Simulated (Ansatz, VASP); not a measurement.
# Ti: VASP beside Ansatz, part 2 of 2

One calculation is typed for both programs; each brings its own data sets. How far apart do they land? The cell is taken from a series of runs on this material, whose earlier steps may have relaxed, scaled, displaced or heated it; both programs get it as it stands.

VASP 6.6.1 and Ansatz 0.2.0.

So far. Step 3 (Ansatz: single point, LDA, pair 1): The run ends at a pressure of 0.02 GPa, with forces up to 0.15 eV/Å. Step 5 (VASP: single point, LDA, pair 2): The run ends at a pressure of -0.15 GPa, with forces up to 0.25 eV/Å.

This is not the structure that Ti takes at ambient pressure and room temperature (hexagonal, No. 194); it is a model or a phase of other conditions.

## 6. Ansatz: single point, LDA, pair 2

Level of this step: Ansatz beside VASP: Kohn-Sham DFT, plane waves, LDA (Ansatz).

The same cell, functional (in two slightly different forms), mesh and smearing now go to Ansatz, which takes its cutoff from its data sets.

The cell is taken from a series of runs on this material, whose earlier steps may have relaxed, scaled, displaced or heated it; both programs get it as it stands.

Contents of input.yaml:

```yaml
crystal:
  lattice:
    - [-1.5821734396, 1.5821734396, 1.5821734396]
    - [1.5821734396, -1.5821734396, 1.5821734396]
    - [3.1643468792, 3.1643468792, 0.0]
  atoms:
    - { symbol: Ti, position: [-0.0178768462, 0.0178768462, 0.0] }
    - { symbol: Ti, position: [0.5178768462, 0.4821231538, 0.5] }
kpoints:
  mp_grid: { grid: [16, 16, 10] }
hamiltonian:
  xc: lda
  pseudopotentials: { kind: paw, azcp: { folder: soft_1 }, xc_functional: pbe }
scf:
  occupations: { method: methfessel_paxton, width: 0.2 }
output:
  forces: true
  stress: true
  eigenvalues: true
```

Started as:

```bash
$ ansatz run input.yaml --threads 8 --pin off --max-ram 16384MiB --backend cpu --events-out ev --progress --plain --runs-dir out
```

Numbers of over 12 decimals in the logs are rounded to 6 here.

The log of the run:

```text
[...]
Crystal: 2 atoms, lattice volume = 31.685 Å³
Basis set: ecut = 420 eV, 633 PW (Γ)
Bands: 16, of which v1, the nominal top of the filled ones, is band 12 counted from 1 (11 counted from 0)
Symmetry: 8 space group operations
[...]
k-points: 438 of 2560
[...]
--- Band table (eV; the first three rows and the last of 438) ---
  k-point 0: bands = [... 8 lower, 8.1756, 11.5162, 13.6724, 15.1930, 15.2561, 15.2585, 15.7317, 17.1453]
  k-point 1: bands = [... 8 lower, 8.2691, 11.5017, 13.7017, 15.1470, 15.2407, 15.3319, 15.5334, 17.0710]
  k-point 2: bands = [... 8 lower, 8.5436, 11.4248, 13.7891, 15.0166, 15.0985, 15.1824, 15.5474, 16.9631]
  k-point 437: bands = [... 8 lower, 12.3594, 12.3594, 13.1502, 13.1502, 15.5011, 15.5011, 16.2794, 16.2794]
[key lines of the parts left out:]
SCF converged after 6 iterations
Free energy (F): -4900.462640 eV
Fermi energy:    14.198365 eV
P = ⅓ Tr σ = 0.1636 GPa (1.636 kbar)
```

The run ends at a pressure of 0.16 GPa, with forces up to 0.25 eV/Å.

## 7. Side by side

Compared:

```tsv
quantity	Ansatz	VASP	difference
pressure (GPa)	0.16	-0.15	+0.31
```

Forces (eV/Å; atoms numbered as in POSCAR):

```tsv
atom	Ansatz x, y, z	VASP x, y, z
Ti1	0.180, -0.180, 0.000	0.179, -0.179, 0.000
Ti2	-0.180, 0.180, 0.000	-0.179, 0.179, 0.000
```

The forces differ by 0.8 meV/Å r.m.s., which is 0.6 % of the r.m.s. force of 0.146 eV/Å (both taken over all components).

## 8. VASP: single point, LDA, pair 3

A single point gives forces, pressure and levels at one fixed geometry, so differences don't come from the geometry; what else differs is listed under the comparison.

Contents of INCAR:

```
SYSTEM = Ti
PREC = Accurate
ENCUT = 500
EDIFF = 1E-06
NELM = 120
ISMEAR = 1
SIGMA = 0.2
LREAL = .FALSE.
ALGO = Normal
GGA = PW92
NBANDS = 18
LASPH = .TRUE.
LORBIT = 11
LWAVE = .FALSE.
LCHARG = .FALSE.
ISIF = 2
GGA_COMPAT = .FALSE.
KPAR = 2
```

Contents of POSCAR:

```
Ti
1.0
   -1.5821734396      1.5821734396      1.5821734396
    1.5821734396     -1.5821734396      1.5821734396
    3.1643468792      3.1643468792      0.0000000000
Ti
2
Direct
    0.9687155191      0.0312844809      1.0000000000
    0.5312844809      0.4687155191      0.5000000000
```

Contents of KPOINTS:

```
Automatic mesh
0
Gamma
16 16 10
0 0 0
```

Potentials, in the order of the species: Ti_sv (LDA family, release 64).

Started as:

```bash
$ mpirun -np 2 vasp_std
```

The log of the run:

```text
[... set-up lines as in an earlier step ...]
 entering main loop
       N       E                     dE             d eps       ncg     rms          rms(c)
DAV:   1     0.238499465486E+03    0.23850E+03   -0.12020E+04 15776   0.161E+03
DAV:   2     0.560271137990E+01   -0.23290E+03   -0.23002E+03 16000   0.447E+02
DAV:   3    -0.180155655718E+02   -0.23618E+02   -0.23301E+02 29532   0.120E+02
DAV:   4    -0.187151318911E+02   -0.69957E+00   -0.69855E+00 18334   0.212E+01
[...]
DAV:  12    -0.169562623458E+02    0.50397E-05   -0.78743E-06 18788   0.279E-02    0.844E-03
DAV:  13    -0.169562607659E+02    0.15799E-05   -0.41281E-06 15018   0.140E-02    0.359E-03
DAV:  14    -0.169562608786E+02   -0.11264E-06   -0.60390E-07 10108   0.853E-03
   1 F= -.16956261E+02 E0= -.16957384E+02  d E =0.336970E-02
```

From OUTCAR (step 8):

```text
  Total        0.0003209      0.0003209      0.0554839     -0.3788087     -0.0000000     -0.0000000
  in kB        0.0162263      0.0162263      2.8055953    -19.1548273     -0.0000000     -0.0000000
  external PRESSURE =       0.9460159 kB  Pullay stress =       0.0000000 kB

 POSITION                                       TOTAL-FORCE (eV/Angst)
 -----------------------------------------------------------------------------------
     -1.48318      1.48318      1.58217         0.183165     -0.183165      0.000000
      1.48318      1.68117      1.58217        -0.183165      0.183165      0.000000
 -----------------------------------------------------------------------------------
    total drift:                                0.000000      0.000000     -0.000000

  FREE ENERGIE OF THE ION-ELECTRON SYSTEM (eV)
  ---------------------------------------------------
  free  energy   TOTEN  =       -16.9562608786 eV

  energy  without entropy=      -16.9596305780  energy(sigma->0) =      -16.95738411

[... 2 parts as in an earlier step ...]

[... 1 further part left out ...]
[key lines of the parts left out:]
E-fermi :   8.8483
```

The run ends at a pressure of 0.09 GPa, with forces up to 0.26 eV/Å.

## 9. Ansatz: single point, LDA, pair 3

The same cell, functional (in two slightly different forms), mesh and smearing now go to Ansatz, which takes its cutoff from its data sets.

The cell is taken from a series of runs on this material, whose earlier steps may have relaxed, scaled, displaced or heated it; both programs get it as it stands.

input.yaml, the sections that differ from step 6:

```yaml
crystal:
  lattice:
    - [-1.5821734396, 1.5821734396, 1.5821734396]
    - [1.5821734396, -1.5821734396, 1.5821734396]
    - [3.1643468792, 3.1643468792, 0.0]
  atoms:
    - { symbol: Ti, position: [-0.0312844809, 0.0312844809, 0.0] }
    - { symbol: Ti, position: [0.5312844809, 0.4687155191, 0.5] }
# kpoints, hamiltonian, scf, output: as in step 6
```

Started as:

```bash
$ ansatz run input.yaml --threads 8 --pin off --max-ram 16384MiB --backend cpu --events-out ev --progress --plain --runs-dir out
```

The log of the run:

```text
[...]
Crystal: 2 atoms, lattice volume = 31.685 Å³
Basis set: ecut = 420 eV, 633 PW (Γ)
Bands: 16, of which v1, the nominal top of the filled ones, is band 12 counted from 1 (11 counted from 0)
Symmetry: 8 space group operations
[...]
k-points: 438 of 2560
[...]
--- Band table (eV; the first three rows and the last of 438) ---
  k-point 0: bands = [... 8 lower, 8.1773, 11.5179, 13.7036, 15.1383, 15.3234, 15.3333, 15.7283, 17.0166]
  k-point 1: bands = [... 8 lower, 8.2709, 11.5032, 13.7259, 15.0906, 15.2995, 15.4105, 15.5317, 16.9100]
  k-point 2: bands = [... 8 lower, 8.5454, 11.4259, 13.7951, 14.9562, 15.0970, 15.2192, 15.6343, 16.7874]
  k-point 437: bands = [... 8 lower, 12.2317, 12.2317, 13.2697, 13.2697, 15.4920, 15.4920, 16.3380, 16.3380]
[key lines of the parts left out:]
SCF converged after 6 iterations
Free energy (F): -4900.495005 eV
Fermi energy:    14.206571 eV
P = ⅓ Tr σ = 0.4329 GPa (4.329 kbar)
```

The run ends at a pressure of 0.43 GPa, with forces up to 0.26 eV/Å.

## 10. Side by side

The two programs side by side:

```tsv
quantity	Ansatz	VASP	difference
pressure (GPa)	0.43	0.09	+0.34
```

Forces (eV/Å; atoms numbered as in POSCAR):

```tsv
atom	Ansatz x, y, z	VASP x, y, z
Ti1	0.183, -0.183, 0.000	0.183, -0.183, 0.000
Ti2	-0.183, 0.183, 0.000	-0.183, 0.183, 0.000
```

The forces differ by 0.1 meV/Å r.m.s., which is 0.1 % of the r.m.s. force of 0.150 eV/Å (both taken over all components).

## 11. Outcome

```json
{
  "r.m.s. force difference (single point, LDA, pair 1)": "1.1 meV/Å",
  "r.m.s. force difference (single point, LDA, pair 2)": "0.84 meV/Å",
  "difference in pressure (single point, LDA, pair 3)": "0.34 GPa"
}
```

What this shows: The difference in pressure is 0.34 GPa (single point, LDA, pair 3), within the 1 GPa picked in this series as the mark of a large difference. 5 further runs of this series are not shown here. Such differences can come from data sets, numerical settings and the points named under the comparisons, not from the functional's error against experiment.

[Lines on the potential files, build, host, timing and source positions are cut from VASP's logs without a mark.]

[Logs are printed without paths, hosts, clocks, repeated set-up lines and the standing remarks that a program may print on its own settings, such as how far it seeks lower states.]

[Hosts, paths, dates, database ids (printed as entryN), source tags and the programs' standing remarks are cut or masked in the printed files.]
